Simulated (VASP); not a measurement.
An input for Quantum ESPRESSO's pw.x (written as the equivalent of a VASP run, and not itself run):

```
&CONTROL
  calculation = 'vc-relax'
  pseudo_dir = './pseudo'
  outdir = './out'
  tprnfor = .true.
  tstress = .true.
  nstep = 60
  forc_conv_thr = 0.00078
/
&SYSTEM
  ibrav = 0
  nat = 6
  ntyp = 2
  ecutwfc = 68
  occupations = 'smearing'
  smearing = 'gaussian'
  degauss = 0.003675
  input_dft = 'pbesol'
/
&ELECTRONS
  conv_thr = 7.3e-08
  electron_maxstep = 100
/
&IONS
/
&CELL
/
ATOMIC_SPECIES
  Ca 40.078 Ca.upf
  Cl 35.450 Cl.upf
CELL_PARAMETERS angstrom
     4.1287663    0.0000000    0.0000000
     0.0000000    6.2054174    0.0000000
     0.0000000    0.0000000    6.4202031
ATOMIC_POSITIONS crystal
  Ca   0.0000000  0.0000000  0.0000000
  Ca   0.5000000  0.5000000  0.5000000
  Cl   0.0000000  0.2769542  0.3268482
  Cl   0.5000000  0.7769542  0.1731518
  Cl   0.5000000  0.2230458  0.8268482
  Cl   1.0000000  0.7230458  0.6731518
K_POINTS automatic
  5 4 3 0 0 0
```

Q: Write the VASP files for the same calculation (PBEsol).

A: This is not unique; one that fits is 
INCAR:
```
SYSTEM  =  CaCl2
PREC  =  Accurate; ENCUT  =  400; LREAL  =  .FALSE.
LASPH  =  .TRUE.
EDIFF  =  1E-6; NELM  =  100; ALGO  =  Normal
ISMEAR  =  0; SIGMA  =  0.05
GGA  =  PS
IBRION  =  2; NSW  =  60; ISIF  =  3
EDIFFG  =  -0.02
LWAVE  =  .FALSE.; LCHARG  =  .FALSE.
```

### KPOINTS
```
Automatic mesh
0
Gamma
5 4 3
0 0 0
```

POSCAR:
```
CaCl2
1.0
  4.1287662938   0.0000000000   0.0000000000
  0.0000000000   6.2054174256   0.0000000000
  0.0000000000   0.0000000000   6.4202031404
Ca Cl
2 4
direct
  0.0000000000   0.0000000000   0.0000000000
  0.5000000000   0.5000000000   0.5000000000
  0.0000000000   0.2769541680   0.3268482016
  0.5000000000   0.7769541680   0.1731517984
  0.5000000000   0.2230458320   0.8268482016
  1.0000000000   0.7230458320   0.6731517984
```

POTCAR, in this order: Ca_sv Cl (PBE.64 set). Program: vasp_std.

Limits of the translation: the potentials are each code's own (VASP's PAW set, PseudoDojo norm-conserving files in pw.x), so ENCUT and ecutwfc are chosen apart and not converted; conv_thr bounds pw.x's estimated SCF error, while EDIFF bounds the energy change between steps; forc_conv_thr acts on force components and is met together with etot_conv_thr.

The compound is CaCl2 in the sg58 structure. This run relaxes it. Symmetry was kept, so distortions that lower it aren't found. The start is the result of an earlier pass.
